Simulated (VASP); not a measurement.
**PbO (Litharge): structure and properties in VASP**

Aim: relax PbO (Litharge), then compute properties on the relaxed cell. The steps: relaxing cell and atoms (LDA), second relaxation, single point with fields (LDA), band structure (LDA), density of states (LDA), independent-particle dielectric function (LDA), band structure (LDA + SOC), bands along the symmetry lines (HSE06) and band structure (TB-mBJ). The start is a cell from a database of measured crystal structures.

Program: VASP 6.6.1. Level of theory: LDA; plane waves and PAW (Pb_d, O), in the first sound run; inputs show where later runs differ. Results are calculated unless marked as measured.

The database entry behind the starting cell differs from later determinations by our own check (an axis about 0.4 % long against later determinations), so it need not match the best structure at ambient conditions.

### 1. Set-up

Before any relaxation, the start is as follows. Symmetry: P4/nmm, No. 129, tetragonal system. The conventional cell has a = 3.990 Å, b = 3.990 Å, c = 5.010 Å, α = 90.00°, β = 90.00°, γ = 90.00°. Nearest to Pb lie 4 O at 2.33 Å. O has 4 Pb at 2.33 Å nearest. Farther neighbours and most contacts between anions are not listed.

Structure file:

```cif
data_structure
_symmetry_space_group_name_H-M 'P4/nmm:1'
_symmetry_Int_Tables_number 129
_cell_length_a 3.9900
_cell_length_b 3.9900
_cell_length_c 5.0100
_cell_angle_alpha 90.000
_cell_angle_beta 90.000
_cell_angle_gamma 90.000
_cell_volume 79.76
loop_
_atom_site_label
_atom_site_type_symbol
_atom_site_symmetry_multiplicity
_atom_site_Wyckoff_symbol
_atom_site_fract_x
_atom_site_fract_y
_atom_site_fract_z
_atom_site_occupancy
Pb1 Pb 2 c 0.00000 0.50000 0.24000 1
O1 O 2 a 0.00000 0.00000 0.00000 1
```

### 2. Relaxing cell and atoms (LDA)

The start need not lie at this functional's minimum. ISIF = 3 frees volume, shape and positions, and EDIFFG sets the threshold on forces and stress at which the search stops. LDA, the lowest rung, knows the local density alone.

File INCAR:

```
SYSTEM = PbO
PREC = Accurate
ENCUT = 520
EDIFF = 1E-06
NELM = 100
ISMEAR = 0
SIGMA = 0.05
LREAL = .FALSE.
ALGO = Normal
GGA = CA
NBANDS = 26
LORBIT = 11
LWAVE = .FALSE.
LCHARG = .FALSE.
KPAR = 4
IBRION = 2
NSW = 60
ISIF = 3
EDIFFG = -0.01
```

File POSCAR:

```
PbO
1.0
    3.9900000000      0.0000000000      0.0000000000
    0.0000000000      3.9900000000      0.0000000000
    0.0000000000      0.0000000000      5.0100000000
Pb O
2 2
Direct
    0.0000000000      0.5000000000      0.2400000000
    0.5000000000      0.0000000000      0.7600000000
    0.0000000000      0.0000000000      0.0000000000
    0.5000000000      0.5000000000      0.0000000000
```

File KPOINTS:

```
Automatic mesh
0
Gamma
6 6 5
0 0 0
```

Potentials, in the order of the species: Pb_d and O (LDA family, release 64).

Command:

```bash
> mpirun -np 4 vasp_std
```

Output:

```text
[banner, memory and clock lines left out]
running    4 mpi-ranks, on    1 nodes
 distrk:  each k-point on    1 cores,    4 groups
 distr:  one band on    1 cores,    1 groups

 POSCAR found type information on POSCAR PbO
 POSCAR found :  2 types and       4 ions
 LDA part: xc-table for (Slater(with rela. corr.)+CA(PZ))
 , standard interpolation
 POSCAR, INCAR and KPOINTS ok, starting setup
 FFT: planning ... GRIDC
 FFT: planning ... GRID_SOFT
 FFT: planning ... GRID
 WAVECAR not read
 entering main loop
       N       E                     dE             d eps       ncg     rms          rms(c)
DAV:   1     0.454484397359E+03    0.45448E+03   -0.20079E+04  1560   0.184E+03
DAV:   2     0.316366786989E+02   -0.42285E+03   -0.41055E+03  1634   0.465E+02
DAV:   3    -0.261112069535E+02   -0.57748E+02   -0.56283E+02  2006   0.187E+02
DAV:   4    -0.287616787724E+02   -0.26505E+01   -0.26389E+01  1854   0.418E+01
DAV:   5    -0.288337015104E+02   -0.72023E-01   -0.71960E-01  1864   0.737E+00    0.119E+01
DAV:   6    -0.246924081874E+02    0.41413E+01   -0.25720E+01  2348   0.421E+01    0.558E+00
DAV:   7    -0.244399282898E+02    0.25248E+00   -0.31035E+00  2016   0.133E+01    0.243E+00
DAV:   8    -0.243865096491E+02    0.53419E-01   -0.67388E-01  1724   0.534E+00    0.930E-01
DAV:   9    -0.243702931467E+02    0.16217E-01   -0.73970E-02  2486   0.233E+00    0.263E-01
DAV:  10    -0.243710192791E+02   -0.72613E-03   -0.13468E-02  1848   0.814E-01    0.755E-02
DAV:  11    -0.243708668596E+02    0.15242E-03   -0.18842E-03  2648   0.365E-01    0.648E-02
DAV:  12    -0.243708081106E+02    0.58749E-04   -0.26013E-04  2380   0.169E-01    0.229E-02
DAV:  13    -0.243708033460E+02    0.47647E-05   -0.49044E-05  1732   0.452E-02    0.322E-03
DAV:  14    -0.243708033685E+02   -0.22537E-07   -0.14099E-06  1280   0.156E-02
   1 F= -.24370803E+02 E0= -.24370803E+02  d E =-.243708E+02
 curvature:   0.00 expect dE= 0.000E+00 dE for cont linesearch  0.000E+00
 trial: gam= 0.00000 g(F)=  0.278E-01 g(S)=  0.105E+00 ort = 0.000E+00 (trialstep = 0.100E+01)
 search vector abs. value=  0.132E+00
 bond charge predicted
       N       E                     dE             d eps       ncg     rms          rms(c)
DAV:   1    -0.259098280047E+02   -0.15390E+01   -0.52990E+01  1986   0.103E+02    0.806E+00
DAV:   2    -0.245582070699E+02    0.13516E+01   -0.75920E+00  2386   0.273E+01    0.229E+00
DAV:   3    -0.243839255826E+02    0.17428E+00   -0.59471E-01  1988   0.138E+01    0.917E-01
DAV:   4    -0.243666222323E+02    0.17303E-01   -0.16858E-01  2260   0.560E+00    0.278E-01
DAV:   5    -0.243670208752E+02   -0.39864E-03   -0.13935E-02  2342   0.116E+00    0.126E-01
DAV:   6    -0.243671351188E+02   -0.11424E-03   -0.22898E-03  2490   0.664E-01    0.482E-02
DAV:   7    -0.243671987542E+02   -0.63635E-04   -0.30115E-04  1716   0.130E-01    0.109E-02
DAV:   8    -0.243671950419E+02    0.37122E-05   -0.19965E-05  2228   0.637E-02    0.323E-03
DAV:   9    -0.243671950643E+02   -0.22379E-07   -0.40354E-06  1510   0.131E-02
   2 F= -.24367195E+02 E0= -.24367195E+02  d E =0.360830E-02
[... from here on, the cycles between the ionic steps are left out ...]
   3 F= -.24404418E+02 E0= -.24404418E+02  d E =-.336151E-01
   4 F= -.24404413E+02 E0= -.24404413E+02  d E =-.336100E-01
   5 F= -.24405049E+02 E0= -.24405049E+02  d E =-.635829E-03
   6 F= -.24405577E+02 E0= -.24405577E+02  d E =-.116338E-02
   7 F= -.24405579E+02 E0= -.24405579E+02  d E =-.116596E-02
   8 F= -.24405958E+02 E0= -.24405958E+02  d E =-.379067E-03
   9 F= -.24406444E+02 E0= -.24406444E+02  d E =-.864332E-03
  10 F= -.24406583E+02 E0= -.24406583E+02  d E =-.139491E-03
  11 F= -.24406853E+02 E0= -.24406853E+02  d E =-.409247E-03
  12 F= -.24406676E+02 E0= -.24406676E+02  d E =-.232776E-03
 curvature:   6.99 expect dE= 0.345E-02 dE for cont linesearch  0.572E-03
 ZBRENT: bracketing found
 ZBRENT: interpolating
 opt :   0.7691  next Energy=   -24.406905 (dE=-0.462E-03)
 bond charge predicted
       N       E                     dE             d eps       ncg     rms          rms(c)
DAV:   1    -0.244174273544E+02   -0.10752E-01   -0.46695E-01  1952   0.791E+00    0.621E-01
DAV:   2    -0.244086664764E+02    0.87609E-02   -0.41991E-02  2068   0.192E+00    0.235E-01
DAV:   3    -0.244072335157E+02    0.14330E-02   -0.42176E-03  2136   0.114E+00    0.115E-01
DAV:   4    -0.244068891647E+02    0.34435E-03   -0.13340E-03  2350   0.493E-01    0.353E-02
DAV:   5    -0.244068751706E+02    0.13994E-04   -0.23305E-04  2196   0.196E-01    0.151E-02
DAV:   6    -0.244068703432E+02    0.48274E-05   -0.31881E-05  2434   0.711E-02    0.329E-03
DAV:   7    -0.244068706360E+02   -0.29278E-06   -0.35707E-06  1432   0.152E-02
  13 F= -.24406871E+02 E0= -.24406871E+02  d E =-.426996E-03
 curvature:  -0.64 expect dE=-0.281E-05 dE for cont linesearch -0.503E-08
 trial: gam= 0.00685 g(F)=  0.228E-05 g(S)=  0.209E-05 ort = 0.749E-05 (trialstep = 0.255E+00)
 search vector abs. value=  0.481E-05
 reached required accuracy - stopping structural energy minimisation
```

Run time: 50 s. Hardware: 4 MPI ranks of Intel Xeon 6975P-C (Granite Rapids), shared host; peak memory 0.75 GiB; 3.2 min of CPU time.

Lines that name or quote the potential files are left out of all logs, and their timing lines are given in words.

Parts of OUTCAR (step 2):

```text
ion  position               nearest neighbor table
   1  0.000  0.500  0.240-   3 2.33   4 2.33   3 2.33   4 2.33   2 3.71   2 3.71   2 3.71   2 3.71
                             2 3.84   2 3.84   2 3.84   2 3.84
   2  0.500  0.000  0.760-   3 2.33   4 2.33   4 2.33   3 2.33   1 3.71   1 3.71   1 3.71   1 3.71
                             1 3.84   1 3.84   1 3.84   1 3.84
   3  0.000  0.000  0.000-   1 2.33   2 2.33   1 2.33   2 2.33
   4  0.500  0.500  0.000-   1 2.33   2 2.33   2 2.33   1 2.33

  LATTYP: Found a simple tetragonal cell.
 ALAT       =     3.9900000000
 C/A-ratio  =     1.2556390977

 Subroutine GETGRP returns: Found 16 space group operations
 (whereof  8 operations were pure point group operations)

The static configuration has the point symmetry D_2d.
 The point group associated with its full space group is D_4h.

 Found     30 irreducible k-points:

   k-points           NKPTS =     30   k-points in BZ     NKDIM =     30   number of bands    NBANDS=     26

   dimension x,y,z NGX =    30 NGY =   30 NGZ =   40
   dimension x,y,z NGXF=    60 NGYF=   60 NGZF=   80

   ENCUT  =  520.0 eV  38.22 Ry    6.18 a.u.   7.42  7.42  9.32*2*pi/ulx,y,z

   NELECT =      40.0000    total number of electrons

 k-points in reciprocal lattice and weights: Automatic mesh
   0.00000000  0.00000000  0.00000000       0.006
   0.16666667  0.00000000  0.00000000       0.022
   0.33333333  0.00000000  0.00000000       0.022
   0.50000000  0.00000000  0.00000000       0.011
   0.16666667  0.16666667  0.00000000       0.022
   0.33333333  0.16666667  0.00000000       0.044
   0.50000000  0.16666667  0.00000000       0.022
   0.33333333  0.33333333  0.00000000       0.022
   0.50000000  0.33333333  0.00000000       0.022
[...]
0.50000000  0.33333333  0.40000000       0.044
   0.50000000  0.50000000  0.40000000       0.011

 average (electrostatic) potential at core
       1 -90.9399       2 -90.9399       3 -70.1527       4 -70.1527

 E-fermi :   5.6017

 k-point     1 :       0.0000    0.0000    0.0000
  band No.  band energies     occupation
    ...
     16       0.8062      2.00000
     17       3.5073      2.00000
     18       3.5335      2.00000
     19       3.5335      2.00000
     20       5.3055      2.00000
     21       7.8157      0.00000
     22      10.8687      0.00000
     23      10.8687      0.00000
     24      10.9551      0.00000
     25      12.0317      0.00000
    ...

 k-point     2 :       0.1667    0.0000    0.0000
  band No.  band energies     occupation
    ...
     16       0.9815      2.00000
     17       2.9510      2.00000
     18       3.3401      2.00000
     19       3.4488      2.00000
     20       5.3082      2.00000
     21       8.5109      0.00000
     22       9.3798      0.00000
     23      11.0187      0.00000
     24      11.2753      0.00000
     25      11.4979      0.00000
    ...

 k-point     3 :       0.3333    0.0000    0.0000
  band No.  band energies     occupation
    ...
     16       1.4637      2.00000
     17       2.4788      2.00000
     18       2.8215      2.00000
     19       3.0785      2.00000
     20       4.6826      2.00000
     21       8.5889      0.00000
     22       9.1187      0.00000
     23      11.1520      0.00000
     24      11.4422      0.00000
     25      12.1209      0.00000
    ...

  Total       -0.0090828     -0.0090828      0.0028854      0.0000000      0.0000000      0.0000000
  in kB       -0.1916631     -0.1916631      0.0608878      0.0000000      0.0000000      0.0000000
  external PRESSURE =      -0.1074795 kB  Pullay stress =       0.0000000 kB

  energy-cutoff  :      520.00
  volume of cell :       75.93
      direct lattice vectors                 reciprocal lattice vectors
     3.947696226  0.000000000  0.000000000     0.253312297  0.000000000  0.000000000
     0.000000000  3.947696226 -0.000000000     0.000000000  0.253312297  0.000000000
     0.000000000 -0.000000000  4.871942340     0.000000000  0.000000000  0.205256945

 POSITION                                       TOTAL-FORCE (eV/Angst)
 -----------------------------------------------------------------------------------
      0.00000      1.97385      1.18021         0.000000     -0.000000      0.004864
      1.97385     -0.00000      3.69173         0.000000      0.000000     -0.004864
      0.00000      0.00000      0.00000         0.000000      0.000000      0.000000
      1.97385      1.97385     -0.00000         0.000000     -0.000000      0.000000
 -----------------------------------------------------------------------------------
    total drift:                                0.000000      0.000000      0.000000

  FREE ENERGIE OF THE ION-ELECTRON SYSTEM (eV)
  ---------------------------------------------------
  free  energy   TOTEN  =       -24.4068706360 eV

  energy  without entropy=      -24.4068706360  energy(sigma->0) =      -24.40687064

 reached required accuracy - stopping structural energy minimisation

 total charge
# of ion       s       p       d       tot
------------------------------------------
    1        1.370   0.655   9.882  11.907
    2        1.370   0.655   9.882  11.907
    3        1.567   3.384   0.000   4.951
    4        1.567   3.384   0.000   4.951
--------------------------------------------------
tot          5.873   8.077  19.764  33.715

[... 3 further parts left out ...]
```

CONTCAR:

```
PbO
   1.00000000000000
     3.9476962255122521    0.0000000000000000    0.0000000000000000
     0.0000000000000000    3.9476962255122521   -0.0000000000000000
     0.0000000000000000   -0.0000000000000000    4.8719423396171644
  Pb              O
     2     2
Direct
     0.0000000000000000    0.5000000000000000    0.2422465217035343
     0.5000000000000000    0.0000000000000000    0.7577534782964657
     0.0000000000000000    0.0000000000000000    0.0000000000000000
     0.5000000000000000    0.5000000000000000    0.0000000000000000
```

The gap is read on the k-mesh alone, so it is an upper bound where the band edges lie off the mesh. The run keeps the 16 symmetry operations of its start, so it cannot find a distortion of lower symmetry.

The steps of the relaxation:

| step | energy less that of the first step (eV) | largest force (eV/Å) | pressure (GPa) | volume (Å³) |
| --- | --- | --- | --- | --- |
| 1 | 0.0000 | 0.5369 | -3.41 | 79.76 |
| 2 | 0.0036 | 0.7837 | 3.78 | 74.96 |
| 3 | -0.0336 | 0.0740 | -0.16 | 77.35 |
| 4 | -0.0336 | 0.0902 | -0.12 | 77.30 |
| 5 | -0.0342 | 0.0629 | -0.06 | 77.09 |
| 6 | -0.0348 | 0.0176 | 0.02 | 76.70 |
| 7 | -0.0348 | 0.0117 | 0.02 | 76.65 |
| 8 | -0.0352 | 0.0058 | -0.05 | 76.59 |
| 9 | -0.0356 | 0.0560 | -0.33 | 76.40 |
| 10 | -0.0358 | 0.0470 | -0.27 | 76.32 |
| 11 | -0.0361 | 0.0163 | -0.12 | 76.09 |
| 12 | -0.0359 | 0.0431 | 0.18 | 75.62 |
| 13 | -0.0361 | 0.0049 | -0.01 | 75.93 |

| conventional cell, symmetrised | before | after | change |
| --- | --- | --- | --- |
| a (Å) | 3.990 | 3.948 | -1.1 % |
| b (Å) | 3.990 | 3.948 | -1.1 % |
| c (Å) | 5.010 | 4.872 | -2.8 % |
| volume (Å³/atom) | 19.94 | 18.98 | -4.8 % |

The atoms that moved most (Å, as changes of fractional coordinates times the final cell):

| atom | dx | dy | dz | length |
| --- | --- | --- | --- | --- |
| Pb2 | 0.000 | 0.000 | -0.011 | 0.011 |
| Pb1 | 0.000 | 0.000 | 0.011 | 0.011 |

Final coordinates:

```xyz
4
Lattice="3.9477 0.0000 0.0000 0.0000 3.9477 0.0000 0.0000 0.0000 4.8719" Properties=species:S:1:pos:R:3 pbc="T T T"
Pb    0.0000    1.9738    1.1802
Pb    1.9738    0.0000    3.6917
O     0.0000    0.0000    0.0000
O     1.9738    1.9738    0.0000
```

Numbers from this step:

- electrons: 40
- bands: 26
- irreducible k-points: 30
- symmetry operations: 16
- free energy (TOTEN): -24.41 eV
- Fermi energy: 5.602 eV
- pressure: -0.01075 GPa
- metallic: no
- valence top at k: 0.1667, 0, 0
- conduction bottom at k: 0.5, 0.5, 0
- least direct gap at k: 0.5, 0.5, 0
- SCF cycles over all ionic steps: 94
- gap on the k-mesh: 1.026 eV
- least direct gap on the k-mesh: 2.155 eV

It ends with a largest force of 0.005 eV/Å and a pressure of -0.01 GPa. The volume lies -4.8 % from that of the database's start, which holds the thermal and zero-point expansion of its experiment. LDA is known to overbind.

(Continued in part 2 of 6.)

[Lines on the potential files, build, host, timing and source positions are cut from VASP's logs without a mark.]

[Logs are printed without paths, hosts, clocks, repeated set-up lines and the standing remarks that a program may print on its own settings, such as how far it seeks lower states.]

[Hosts, paths, dates, database ids (printed as entryN), source tags and the programs' standing remarks are cut or masked in the printed files.]

[A measured line is paired with the nearest computed mode of its activity, which favours agreement.]
